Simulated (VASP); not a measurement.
Here is the system:

```xyz
4
Lattice="3.9444 0.0000 0.0000 0.0000 3.9444 0.0000 0.0000 0.0000 4.8878" Properties=species:S:1:pos:R:3 pbc="T T T"
Pb     1.9722     3.9444     3.7047
Pb     0.0000     1.9722     1.1831
O      1.9722     1.9722     0.0000
O      3.9444     0.0000     0.0000
```

All values below come from LDA (Ceperley-Alder, Perdew-Zunger), VASP's LDA PAW potentials (set 64) (plane waves; VASP). Settings: 520 eV cut-off, 6×6×5 Γ-centred mesh, tetrahedra with Blöchl corrections, potentials Pb_d O.

Unless said otherwise, spin-orbit coupling is left out, though it shifts the bands of the heavy elements here.

### Question
What does the run give for the energy per atom (σ→0), band gap (on the k-mesh) with the smallest direct gap where there is one?

### Answer

The band gap (on the k-mesh) is 1.02 eV and the smallest direct gap (on the k-mesh) comes out as 2.15 eV. The energy per atom (σ→0) is -6.101 eV/atom.

Total energies compare only between runs with the same potentials, cut-off and functional.

The compound is PbO in the litharge structure. It was relaxed first.
